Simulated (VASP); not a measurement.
# Titanium: cell size and functional

Aim: relax Titanium at several levels of theory and compare the cells. The starting structure is a measured crystal structure from the Crystallography Open Database. The first relaxation on each setting starts from this cell expanded by 3 % in volume.

Main program and level: VASP 6.6.1; Kohn-Sham DFT with plane waves and PAW; PBEsol, LDA, PBE, PBEsol + D3(BJ), r2SCAN, r2SCAN + rVV10, vdW-DF-cx and RPBE.

**1. Starting point**

The structure is hexagonal, space group P6_3/mmc (No. 194). The conventional cell has a = 2.950 Å, b = 2.950 Å, c = 4.686 Å, α = 90.00°, β = 90.00°, γ = 120.00°. Nearest to Ti lie 12 Ti at 2.90 to 2.95 Å.

As a file:

```xyz
2
Lattice="2.9500 0.0000 0.0000 -1.4750 2.5548 0.0000 0.0000 0.0000 4.6860" Properties=species:S:1:pos:R:3 pbc="T T T"
Ti    1.4750    0.8516    3.5145
Ti    0.0000    1.7032    1.1715
```

**2. Relaxation with PBEsol**

PBEsol restores the gradient expansion of exchange and is tuned for the cells of solids. This run starts from the cell of an earlier relaxation, which isn't shown; the restart sets up the plane waves anew.

Input file INCAR:

```
SYSTEM = Ti
PREC = Accurate
ENCUT = 450
EDIFF = 1E-06
NELM = 100
ISMEAR = 1
SIGMA = 0.15
LREAL = .FALSE.
ALGO = Normal
GGA = PS
NBANDS = 18
LASPH = .TRUE.
LORBIT = 11
LWAVE = .FALSE.
LCHARG = .FALSE.
KPAR = 8
IBRION = 2
NSW = 50
ISIF = 3
EDIFFG = -0.006
```

Input file POSCAR:

```
Ti
1.0
    2.8964084053      0.0000000000      0.0000000000
   -1.4482042027      2.5083632588      0.0000000000
    0.0000000000      0.0000000000      4.5854578190
Ti
2
Direct
    0.6666666667      0.3333333333      0.7500000000
    0.3333333333      0.6666666667      0.2500000000
```

Input file KPOINTS:

```
Automatic mesh
0
Gamma
18 18 10
0 0 0
```

The projector-augmented-wave data sets are Ti_sv (PBE family, release 64).

Launch:

```bash
$ mpirun -np 8 vasp_std
```

What it wrote:

```text
[banner, memory and clock lines left out]
running    8 mpi-ranks, on    1 nodes
 distrk:  each k-point on    1 cores,    8 groups
 distr:  one band on    1 cores,    1 groups

 POSCAR found type information on POSCAR Ti
 POSCAR found :  1 types and       2 ions
|                                                                             |
|           W    W    AA    RRRRR   N    N  II  N    N   GGGG   !!!           |
|           W    W   A  A   R    R  NN   N  II  NN   N  G    G  !!!           |
|           W    W  A    A  R    R  N N  N  II  N N  N  G       !!!           |
|           W WW W  AAAAAA  RRRRR   N  N N  II  N  N N  G  GGG   !            |
|           WW  WW  A    A  R   R   N   NN  II  N   NN  G    G                |
|           W    W  A    A  R    R  N    N  II  N    N   GGGG   !!!           |
|                                                                             |
|     For optimal performance we recommend to set                             |
|       NCORE = 2 up to number-of-cores-per-socket                            |
|     NCORE specifies how many cores store one orbital (NPAR=cpu/NCORE).      |
|     This setting can greatly improve the performance of VASP for DFT.       |
|     The default, NCORE=1 might be grossly inefficient on modern             |
|     multi-core architectures or massively parallel machines. Do your        |
|     Unfortunately you need to use the default for GW and RPA                |
|     calculations (for HF NCORE is supported but not extensively tested      |
|     yet).                                                                   |
|                                                                             |

|                                                                             |
|               ----> ADVICE to this user running VASP <----                  |
|                                                                             |
|     You enforced a specific xc type in the INCAR file but a different       |
|     [... a line on the potential file left out ...]
|     I HOPE YOU KNOW WHAT YOU ARE DOING!                                     |
|                                                                             |

 LDA part: xc-table for (Slater+PW92), standard interpolation
 POSCAR, INCAR and KPOINTS ok, starting setup
 FFT: planning ... GRIDC
 FFT: planning ... GRID_SOFT
 FFT: planning ... GRID
 WAVECAR not read
 entering main loop
       N       E                     dE             d eps       ncg     rms          rms(c)
DAV:   1     0.243790349585E+03    0.24379E+03   -0.12255E+04  8016   0.154E+03
DAV:   2     0.102821708870E+02   -0.23351E+03   -0.23044E+03  8148   0.434E+02
DAV:   3    -0.178057260963E+02   -0.28088E+02   -0.27773E+02 15120   0.124E+02
DAV:   4    -0.188545346889E+02   -0.10488E+01   -0.10482E+01  9100   0.252E+01
DAV:   5    -0.189019160112E+02   -0.47381E-01   -0.47372E-01 12620   0.387E+00    0.129E+01
DAV:   6    -0.166816735385E+02    0.22202E+01   -0.79042E+00  9374   0.298E+01    0.323E+00
DAV:   7    -0.166550380855E+02    0.26635E-01   -0.88689E-01 12194   0.715E+00    0.210E+00
DAV:   8    -0.166831094958E+02   -0.28071E-01   -0.23043E-01  9334   0.585E+00    0.760E-01
DAV:   9    -0.166736108022E+02    0.94987E-02   -0.54266E-02  9468   0.246E+00    0.668E-02
DAV:  10    -0.166739417159E+02   -0.33091E-03   -0.28590E-03 11804   0.365E-01    0.960E-02
DAV:  11    -0.166739932166E+02   -0.51501E-04   -0.22467E-04  9324   0.117E-01    0.349E-02
DAV:  12    -0.166739827385E+02    0.10478E-04   -0.41848E-05 10030   0.533E-02    0.488E-03
DAV:  13    -0.166739843854E+02   -0.16469E-05   -0.85089E-07  5652   0.888E-03    0.521E-04
DAV:  14    -0.166739848937E+02   -0.50831E-06   -0.23310E-07  4500   0.392E-03
   1 F= -.16673985E+02 E0= -.16675031E+02  d E =-.166740E+02
 curvature:   0.00 expect dE= 0.000E+00 dE for cont linesearch  0.000E+00
 trial: gam= 0.00000 g(F)=  0.281E-47 g(S)=  0.115E-03 ort = 0.000E+00 (trialstep = 0.100E+01)
 search vector abs. value=  0.115E-03
 bond charge predicted
       N       E                     dE             d eps       ncg     rms          rms(c)
DAV:   1    -0.166767852355E+02   -0.28009E-02   -0.68267E-02 10658   0.324E+00    0.457E-01
DAV:   2    -0.166739971170E+02    0.27881E-02   -0.13094E-02 11340   0.122E+00    0.129E-01
DAV:   3    -0.166738704127E+02    0.12670E-03   -0.19140E-03 11378   0.266E-01    0.432E-02
DAV:   4    -0.166739312611E+02   -0.60848E-04   -0.34468E-04 10258   0.122E-01    0.168E-02
DAV:   5    -0.166739819186E+02   -0.50658E-04   -0.10287E-04 10322   0.624E-02    0.241E-02
DAV:   6    -0.166740008644E+02   -0.18946E-04   -0.39089E-05 11822   0.438E-02    0.667E-03
DAV:   7    -0.166740038131E+02   -0.29487E-05   -0.48725E-06  9328   0.146E-02    0.122E-03
DAV:   8    -0.166740039835E+02   -0.17038E-06   -0.45913E-07  4166   0.462E-03
   2 F= -.16674004E+02 E0= -.16675042E+02  d E =-.190897E-04
 trial-energy change:   -0.000019  1 .order   -0.000013   -0.000115    0.000089
 step:   0.6071(harm=  0.5626)  dis= 0.00000  next Energy=   -16.674021 (dE=-0.362E-04)
 bond charge predicted
       N       E                     dE             d eps       ncg     rms          rms(c)
DAV:   1    -0.166744541299E+02   -0.45032E-03   -0.10559E-02 10640   0.128E+00    0.180E-01
DAV:   2    -0.166740166995E+02    0.43743E-03   -0.20488E-03 11346   0.480E-01    0.507E-02
DAV:   3    -0.166740016330E+02    0.15066E-04   -0.29143E-04 11324   0.104E-01    0.168E-02
DAV:   4    -0.166740136369E+02   -0.12004E-04   -0.52541E-05 10274   0.472E-02    0.658E-03
DAV:   5    -0.166740205249E+02   -0.68881E-05   -0.16566E-05 10050   0.249E-02    0.947E-03
DAV:   6    -0.166740215346E+02   -0.10097E-05   -0.54496E-06  7972   0.172E-02    0.251E-03
DAV:   7    -0.166740213878E+02    0.14686E-06   -0.81280E-07  4336   0.771E-03
   3 F= -.16674021E+02 E0= -.16675063E+02  d E =-.364940E-04
 curvature:  -0.28 expect dE=-0.218E-06 dE for cont linesearch -0.171E-06
 trial: gam= 0.00000 g(F)=  0.203E-49 g(S)=  0.781E-06 ort =-0.839E-05 (trialstep = 0.921E+00)
 search vector abs. value=  0.782E-06
 reached required accuracy - stopping structural energy minimisation
```

Run time: 13 s. Hardware: 8 MPI ranks of Intel Xeon 6975P-C (Granite Rapids), shared host; peak memory 1.7 GiB; 98 s of CPU time.

The logs omit lines about the potential files and the build; timing stands in the text.

Parts of OUTCAR (step 2):

```text
ion  position               nearest neighbor table
   1  0.667  0.333  0.750-   2 2.84   2 2.84   2 2.84   2 2.84   2 2.84   2 2.84
   2  0.333  0.667  0.250-   1 2.84   1 2.84   1 2.84   1 2.84   1 2.84   1 2.84

  LATTYP: Found a hexagonal cell.
 ALAT       =     2.8964084053
 C/A-ratio  =     1.5831530563

 Subroutine GETGRP returns: Found 24 space group operations
 (whereof 12 operations were pure point group operations)

The static configuration has the point symmetry D_3d.
 The point group associated with its full space group is D_6h.

 Found    222 irreducible k-points:

   k-points           NKPTS =    222   k-points in BZ     NKDIM =    222   number of bands    NBANDS=     18

   dimension x,y,z NGX =    20 NGY =   20 NGZ =   32
   dimension x,y,z NGXF=    40 NGYF=   40 NGZF=   64

   ENCUT  =  450.0 eV  33.07 Ry    5.75 a.u.   5.01  5.01  7.93*2*pi/ulx,y,z

   NELECT =      24.0000    total number of electrons

 k-points in reciprocal lattice and weights: Automatic mesh
   0.00000000  0.00000000  0.00000000       0.000
   0.05555556 -0.00000000  0.00000000       0.002
   0.11111111 -0.00000000  0.00000000       0.002
   0.16666667  0.00000000  0.00000000       0.002
   0.22222222  0.00000000  0.00000000       0.002
   0.27777778 -0.00000000  0.00000000       0.002
   0.33333333  0.00000000  0.00000000       0.002
   0.38888889  0.00000000  0.00000000       0.002
   0.44444444  0.00000000  0.00000000       0.002
[...]
0.33333333  0.27777778  0.50000000       0.004
   0.33333333  0.33333333  0.50000000       0.001

 average (electrostatic) potential at core
       1 -71.7405       2 -71.7405

 E-fermi :   8.6919

 k-point     1 :       0.0000    0.0000    0.0000
  band No.  band energies     occupation
    ...
      6     -23.8035      2.00000
      7     -23.7666      2.00000
      8     -23.7666      2.00000
      9       2.3707      2.00000
     10       5.8740      2.00000
     11       9.4707     -0.00000
     12       9.4707     -0.00000
     13       9.5864     -0.00000
     14       9.6012     -0.00000
     15      10.0053     -0.00000
    ...

 k-point     2 :       0.0556   -0.0000    0.0000
  band No.  band energies     occupation
    ...
      6     -23.8068      2.00000
      7     -23.7838      2.00000
      8     -23.7687      2.00000
      9       2.4619      2.00000
     10       5.9466      2.00000
     11       9.2712     -0.00000
     12       9.3916     -0.00000
     13       9.5359     -0.00000
     14       9.7622     -0.00000
     15       9.9578     -0.00000
    ...

 k-point     3 :       0.1111   -0.0000    0.0000
  band No.  band energies     occupation
    ...
      6     -23.8327      2.00000
      7     -23.8169      2.00000
      8     -23.7749      2.00000
      9       2.7290      2.00000
     10       6.1520      2.00000
     11       8.9431     -0.03929
     12       8.9686     -0.02555
     13       9.7284     -0.00000
     14       9.8016     -0.00000
     15       9.9987     -0.00000
    ...

  Total        0.0039237      0.0039237      0.0012665     -0.0000000      0.0000000      0.0000000
  in kB        0.1890302      0.1890302      0.0610154     -0.0000000      0.0000000      0.0000000
  external PRESSURE =       0.1463586 kB  Pullay stress =       0.0000000 kB

  energy-cutoff  :      450.00
  volume of cell :       33.26
      direct lattice vectors                 reciprocal lattice vectors
     2.894834384  0.000000000  0.000000000     0.345442905  0.199441554  0.000000000
    -1.447417192  2.507000116 -0.000000000    -0.000000000  0.398883109  0.000000000
     0.000000000 -0.000000000  4.582455783    -0.000000000  0.000000000  0.218223600

 POSITION                                       TOTAL-FORCE (eV/Angst)
 -----------------------------------------------------------------------------------
      1.44742      0.83567      3.43684        -0.000000     -0.000000      0.000000
     -0.00000      1.67133      1.14561         0.000000      0.000000      0.000000
 -----------------------------------------------------------------------------------
    total drift:                               -0.000000      0.000000     -0.000000

  FREE ENERGIE OF THE ION-ELECTRON SYSTEM (eV)
  ---------------------------------------------------
  free  energy   TOTEN  =       -16.6740213878 eV

  energy  without entropy=      -16.6771456301  energy(sigma->0) =      -16.67506280

 reached required accuracy - stopping structural energy minimisation

 total charge
# of ion       s       p       d       tot
------------------------------------------
    1        2.260   6.130   1.915  10.306
    2        2.260   6.130   1.915  10.306
--------------------------------------------------
tot          4.520  12.261   3.831  20.611

[... 3 further parts left out ...]
```

CONTCAR:

```
Ti
   1.00000000000000
     2.8948343839258168    0.0000000000000314    0.0000000000000000
    -1.4474171920128540    2.5070001163037192   -0.0000000000000000
     0.0000000000000000   -0.0000000000000000    4.5824557830035992
  Ti
     2
Direct
     0.6666666667000030    0.3333333332999970    0.7500000000000000
     0.3333333332999970    0.6666666667000030    0.2500000000000000
```

The PAW data sets were made with PBE, which is usual practice but a small mismatch for other functionals. The run keeps the 24 symmetry operations of its start, so it cannot find a distortion of lower symmetry.

With PBEsol the relaxed cell holds 16.628 Å³ an atom, -5.83 % against the measured cell, with a = 2.895 Å and c = 4.582 Å. Pressures at 0.985 and 1.015 times this volume, from two more relaxations that aren't shown, give a bulk modulus of 119.8 GPa.

**3. Relaxation with LDA**

LDA, the lowest rung, knows the local density alone. This run starts from the cell of an earlier relaxation, which isn't shown; the restart sets up the plane waves anew.

Changes to INCAR since step 2:

```diff
@@ -9,3 +9,3 @@
 ALGO = Normal
-GGA = PS
+GGA = CA
 NBANDS = 18
```

Input file POSCAR:

```
Ti
1.0
    2.8609832290      0.0000000000      0.0000000000
   -1.4304916145      2.4776841561      0.0000000000
    0.0000000000      0.0000000000      4.5332118627
Ti
2
Direct
    0.6666666667      0.3333333333      0.7500000000
    0.3333333333      0.6666666667      0.2500000000
```

KPOINTS is that of step 2.

PAW data sets: Ti_sv (LDA family, release 64).

Launch:

```bash
$ mpirun -np 8 vasp_std
```

What it wrote:

```text
[banner, memory and clock lines left out]
running    8 mpi-ranks, on    1 nodes
[...]
[... a notice as in an earlier step ...]

 LDA part: xc-table for (Slater(with rela. corr.)+CA(PZ))
 , standard interpolation
 POSCAR, INCAR and KPOINTS ok, starting setup
[...]
entering main loop
       N       E                     dE             d eps       ncg     rms          rms(c)
DAV:   1     0.244230199441E+03    0.24423E+03   -0.12234E+04  8024   0.154E+03
DAV:   2     0.989112199622E+01   -0.23434E+03   -0.23128E+03  8176   0.436E+02
DAV:   3    -0.179331017396E+02   -0.27824E+02   -0.27516E+02 15008   0.123E+02
DAV:   4    -0.189642113460E+02   -0.10311E+01   -0.10302E+01  9010   0.249E+01
[...]
DAV:  11    -0.170950381959E+02   -0.93553E-05   -0.18635E-04  9936   0.121E-01    0.407E-02
DAV:  12    -0.170950270237E+02    0.11172E-04   -0.48140E-05  9320   0.651E-02    0.248E-03
DAV:  13    -0.170950271678E+02   -0.14403E-06   -0.16785E-06  6846   0.986E-03
   1 F= -.17095027E+02 E0= -.17095770E+02  d E =-.170950E+02
[...]
DAV:   7    -0.170950598645E+02   -0.30552E-05   -0.71973E-06  9708   0.169E-02    0.284E-03
DAV:   8    -0.170950603390E+02   -0.47452E-06   -0.10808E-06  5210   0.652E-03
   2 F= -.17095060E+02 E0= -.17095783E+02  d E =-.331712E-04
 trial-energy change:   -0.000033  1 .order   -0.000023   -0.000165    0.000119
 step:   0.6313(harm=  0.5799)  dis= 0.00000  next Energy=   -17.095082 (dE=-0.547E-04)
[...]
N       E                     dE             d eps       ncg     rms          rms(c)
DAV:   1    -0.170956235863E+02   -0.56372E-03   -0.13355E-02 10452   0.143E+00    0.200E-01
DAV:   2    -0.170950863992E+02    0.53719E-03   -0.26094E-03 11496   0.544E-01    0.584E-02
DAV:   3    -0.170950588480E+02    0.27551E-04   -0.35970E-04 11258   0.120E-01    0.187E-02
DAV:   4    -0.170950718297E+02   -0.12982E-04   -0.67945E-05 10288   0.535E-02    0.727E-03
DAV:   5    -0.170950812079E+02   -0.93782E-05   -0.20528E-05 10408   0.275E-02    0.106E-02
DAV:   6    -0.170950839547E+02   -0.27468E-05   -0.67900E-06  9346   0.195E-02    0.267E-03
DAV:   7    -0.170950842372E+02   -0.28242E-06   -0.78068E-07  4698   0.632E-03
   3 F= -.17095084E+02 E0= -.17095814E+02  d E =-.570694E-04
[...]
reached required accuracy - stopping structural energy minimisation
```

The job ended after 12 s (8 MPI ranks; peak memory 1.5 GiB; 89 s of CPU time).

OUTCAR, selected parts (step 3):

```text
  Total        0.0070566      0.0070566      0.0064602      0.0000000     -0.0000000     -0.0000000
  in kB        0.3526004      0.3526004      0.3228008      0.0000000     -0.0000000     -0.0000000
  external PRESSURE =       0.3426672 kB  Pullay stress =       0.0000000 kB

 POSITION                                       TOTAL-FORCE (eV/Angst)
 -----------------------------------------------------------------------------------
      1.42948      0.82531      3.39731         0.000000     -0.000000      0.000000
     -0.00000      1.65062      1.13244        -0.000000      0.000000      0.000000
 -----------------------------------------------------------------------------------
    total drift:                               -0.000000      0.000000     -0.000000

  FREE ENERGIE OF THE ION-ELECTRON SYSTEM (eV)
  ---------------------------------------------------
  free  energy   TOTEN  =       -17.0950842372 eV

  energy  without entropy=      -17.0972737726  energy(sigma->0) =      -17.09581408

[... 2 parts as in an earlier step ...]

[... 2 further parts left out ...]
[key lines of the parts left out:]
E-fermi :   8.9779
```

With LDA the relaxed cell holds 16.032 Å³ an atom, -9.21 % against the measured cell, with a = 2.859 Å and c = 4.530 Å. That is -3.59 % from PBEsol. Pressures at 0.985 and 1.015 times this volume, from two more relaxations that aren't shown, give a bulk modulus of 127.8 GPa.

[end of part 1 of 3]

[Lines on the potential files, build, host, timing and source positions are cut from VASP's logs without a mark.]

[Logs are printed without paths, hosts, clocks, repeated set-up lines and the standing remarks that a program may print on its own settings, such as how far it seeks lower states.]

[Hosts, paths, dates, database ids (printed as entryN), source tags and the programs' standing remarks are cut or masked in the printed files.]
